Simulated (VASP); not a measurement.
Computed with PBEsol GGA, VASP's PBE PAW potentials (set 64) (plane waves; VASP).

VASP ran on this input.

KPOINTS:
```
Automatic mesh
0
Gamma
10 10 10
0 0 0
```

**INCAR**
```
ALGO = Normal
EDIFF = 1E-6
ENCUT = 360
GGA = PS
ISIF = 2
ISMEAR = 1
LASPH = T
LCHARG = F
LMAXMIX = 6
LREAL = F
LWAVE = F
NELM = 100
PREC = Accurate
SIGMA = 0.1
SYSTEM = HfN
```

File POSCAR:
```
HfN
1
    0.0000000000     2.2558600000     2.2558600000
    2.2558600000     0.0000000000     2.2558600000
    2.2558600000     2.2558600000     0.0000000000
Hf N
1 1
Direct
  0.0000000000   0.0000000000   0.0000000000
  0.5000000000   0.5000000000   0.5000000000
```

POTCAR, in this order: Hf_pv N (PBE.64 set). Program: vasp_std.

At this cut-off the stress carries a Pulay error, which pulls relaxed volumes low. Unless said otherwise, spin-orbit coupling is left out, though it shifts the bands of the heavy elements here.

Q: Estimate the energy per atom (σ→0), pressure, band gap (on the k-mesh).

A: 
energy per atom (σ→0): -11.481 eV/atom
band gap (on the k-mesh): none (metal, semimetal or under 0.01 eV)
pressure: -11.46 GPa

File OSZICAR:
```
...
DAV:   7    -0.229889918113E+02    0.85207E-01   -0.59101E-01  1166   0.683E+00    0.252E+01
DAV:   8    -0.229683048956E+02    0.20687E-01   -0.85559E-02  1178   0.286E+00    0.425E+00
DAV:   9    -0.229632430752E+02    0.50618E-02   -0.26165E-02  1187   0.118E+00    0.154E+00
DAV:  10    -0.229628895203E+02    0.35355E-03   -0.28289E-03  1211   0.449E-01    0.160E-01
DAV:  11    -0.229628678148E+02    0.21706E-04   -0.12665E-04  1215   0.111E-01    0.725E-02
DAV:  12    -0.229628656882E+02    0.21266E-05   -0.15367E-05  1240   0.354E-02    0.168E-02
DAV:  13    -0.229628657043E+02   -0.16117E-07   -0.49779E-07   628   0.750E-03
   1 F= -.22962866E+02 E0= -.22962649E+02  d E =-.649659E-03
```

The structure comes from a computed database's HfN entry; how it stands against other phases isn't given here. The cell was not relaxed at this level. The run is one of a series of settings (ENCUT = 360 against the base run), some of them coarse on purpose. The electron count is odd and the run is not spin-polarised, which forces a metal.
